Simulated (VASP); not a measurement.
Data:

```
GeS
1.0
    3.78442     0.00000     0.00000
   -1.89221     3.27740     0.00000
    0.00000     0.00000     6.66520
Ge S
2 2
Cartesian
  0.00000   0.00000   0.00000
  0.00000   0.00000   3.33260
  0.00000   2.18494   1.66630
  1.89221   1.09247   4.99890
```

Level of theory: PBE GGA, VASP's PBE PAW potentials (set 64) (plane waves; VASP). Settings: 400 eV cut-off, Gaussian smearing of 0.050 eV, potentials Ge_d S.

Task: Predict the band gap (along the path) with the smallest direct gap where there is one.

Result: 
| Quantity | Result |
|---|---|
| band gap (along the path) | none (metal, semimetal or under 0.01 eV) |

Only differences to runs with the same potentials and settings are physical.

The structure was generated: GeS was put into the NiAs type type (P6_3/mmc), which need not be its known phase. It was relaxed first, which changed the volume by +49 %.
